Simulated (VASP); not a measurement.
A convergence study with VASP on CdSe (zinc blende): one setting is varied, all else stays as given below, so the limit is that of these other settings.

```
CdSe
1.0
    0.00000     3.02500     3.02500
    3.02500     0.00000     3.02500
    3.02500     3.02500     0.00000
Cd Se
1 1
Direct
  0.00000   0.00000   0.00000
  0.25000   0.25000   0.25000
```

Method: PBE GGA, VASP's PBE PAW potentials (set 64) (plane waves; VASP). The tightest run used: 550 eV cut-off, 17×17×17 Γ-centred mesh, tetrahedra with Blöchl corrections, potentials Cd Se.

Gaps are read on the run's mesh, which can miss a band edge.

```csv
setting,E (eV/atom),pressure (GPa),gap on the mesh (eV),irreducible k-points
3×3×3 mesh,-2.6163,4.97,0.598,4
4×4×4 mesh,-2.6980,4.32,0.628,8
5×5×5 mesh,-2.7162,4.16,0.638,10
```

These are the cheaper rows. Estimate the results at 17×17×17 mesh, and how far the last row shown lies from them.

```
quantity              tightest run  last row shown is off by
--------------------  ------------  ------------------------
E (eV/atom)                -2.7235                    0.0073
pressure (GPa)                4.11                      0.06
gap on the mesh (eV)         0.643                    -0.005
```

Left out are rungs that failed or repeat a setting and relaxations that didn't move; long series are thinned to 24 rows.

The compound is CdSe in the zinc blende structure, whereas wurtzite is the usual form. The cell was not relaxed at this level.
